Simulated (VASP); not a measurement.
Data:

```
CELL_PARAMETERS angstrom
      0.00000     2.85163     2.85163
      2.85163     0.00000     2.85163
      2.85163     2.85163     0.00000
ATOMIC_POSITIONS crystal
  Ag 0.00000 0.00000 0.00000
  Br 0.50000 0.50000 0.50000
```

The numbers are results of vdW-DF-cx, VASP's PBE PAW potentials (set 64) (plane waves; VASP), not measurements. Settings: 520 eV cut-off, Gaussian smearing of 0.050 eV, potentials Ag Br.

Question: Predict the band gap (along the path) with the smallest direct gap where there is one.

Answer: 
```json
{
 "band gap (along the path)": "0.57 eV",
 "smallest direct gap (along the path)": "2.57 eV"
}
```

Total energies compare only between runs with the same potentials, cut-off and functional.

The compound is AgBr in the rock salt structure. It was relaxed first.
